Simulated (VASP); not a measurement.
An input for Quantum ESPRESSO's pw.x (written as the equivalent of a VASP run, and not itself run):

```
&CONTROL
  calculation = 'scf'
  pseudo_dir = './pseudo'
  outdir = './out'
  tprnfor = .true.
  tstress = .true.
/
&SYSTEM
  ibrav = 0
  nat = 2
  ntyp = 1
  ecutwfc = 84
  occupations = 'tetrahedra'
  input_dft = 'rpbe'
/
&ELECTRONS
  conv_thr = 7.3e-09
  electron_maxstep = 100
/
ATOMIC_SPECIES
  Mg 24.305 Mg.upf
CELL_PARAMETERS angstrom
     1.6221672   -2.8096765    0.0000000
     1.6221672    2.8096765   -0.0000000
     0.0000000    0.0000000    5.1690112
ATOMIC_POSITIONS crystal
  Mg   0.3333330  0.6666670  0.2500000
  Mg   0.6666670  0.3333330  0.7500000
K_POINTS automatic
  14 14 8 0 0 0
```

Translate this input to VASP (INCAR, KPOINTS, POSCAR, choice of POTCAR).

Several could match; the one computed here: 
KPOINTS:
```
Automatic mesh
0
Gamma
14 14 8
0 0 0
```

### INCAR
```
ISMEAR=-5   # tetrahedra, Bloechl
GGA=RP
ENCUT=520
LASPH=T   # aspherical one-centre terms
NEDOS=601   # DOS grid
EDIFF=1E-7   # SCF stop (eV)
LWAVE=F
NELM=100
LORBIT=11
LCHARG=T
LREAL=F   # projection in real space or not
ISIF=2
PREC=Accurate
ALGO=Normal   # blocked Davidson
SYSTEM=Mg
```

### POSCAR
```
Mg
1
    1.6221672009    -2.8096764787     0.0000000000
    1.6221672009     2.8096764787    -0.0000000000
    0.0000000000     0.0000000000     5.1690111569
Mg
2
Direct
  0.3333330000   0.6666670000   0.2500000000
  0.6666670000   0.3333330000   0.7500000000
```

POTCAR, in this order: Mg (PBE.64 set). Program: vasp_std.

What does not carry over: the potentials are each code's own (VASP's PAW set, PseudoDojo norm-conserving files in pw.x), so ENCUT and ecutwfc are chosen apart and not converted; conv_thr bounds pw.x's estimated SCF error, while EDIFF bounds the energy change between steps.

The compound is Mg in the hcp structure. It was relaxed first.
